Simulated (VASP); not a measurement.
Rh:

```
Rh
1.0
     0.00000    1.89785    1.89785
     1.89785    0.00000    1.89785
     1.89785    1.89785    0.00000
Rh
1
Direct
  0.00000 0.00000 0.00000
```

```yaml
Program: VASP 6.6.1
Task: relaxation of cell and atoms
Functional: PBE
Potentials_or_basis: VASP PAW PBE potentials, release 64 (Rh)
Cutoff: 300 eV
k_mesh: 8 × 8 × 8
Occupations: methfessel-paxton, width 0.1 eV
Spin: no spin polarisation
```

At the start: pressure 6.0 GPa; volume 13.67 Å³/atom.

Problem. How do energy, volume and symmetry change on relaxing?

Solution. Over 3 steps the energy falls by 5.6 meV/atom and the volume is 13.98 Å³/atom (+2.3 %); space group Fm-3m (No. 225, to 0.05 Å).

Step by step:
```tsv
step	energy change (eV)	largest force (eV/Å)	pressure (GPa)	volume (Å³)
1	0.0000	0.0000	6.01	13.67
2	0.0220	0.0000	-11.39	14.71
3	-0.0056	0.0000	-0.08	13.98
```

Final structure:
```yaml
crystal:
  lattice:
    - [0.00000, 1.91217, 1.91217]
    - [1.91217, 0.00000, 1.91217]
    - [1.91217, 1.91217, 0.00000]
  atoms:
    - { symbol: Rh, position: [0.00000, 0.00000, 0.00000] }
```
